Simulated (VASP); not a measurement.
Data:

```yaml
crystal:
  lattice:
    - [0.00000, 2.92247, 2.92247]
    - [2.92247, 0.00000, 2.92247]
    - [2.92247, 2.92247, 0.00000]
  atoms:
    - { symbol: Al, position: [0.25000, 0.25000, 0.25000] }
    - { symbol: Al, position: [0.75000, 0.75000, 0.75000] }
    - { symbol: Pt, position: [0.00000, 0.00000, 0.00000] }
```

Computed with revPBE GGA, VASP's PBE PAW potentials (set 64) (plane waves; VASP). Run with 520 eV cut-off, 9×9×9 Γ-centred mesh, first-order Methfessel-Paxton smearing of 0.10 eV, potentials Al Pt.

**Question.** Give the stress tensor in GPa (positive for a compressed cell).

**Answer.** 
```
8.96  0.00  0.00
0.00  8.96  0.00
0.00  0.00  8.96
```
The pressure is its mean diagonal, 8.96 GPa.

The compound is PtAl2 in the fluorite structure. This cell is one point of a volume scan, at 0.94 of the reference volume.
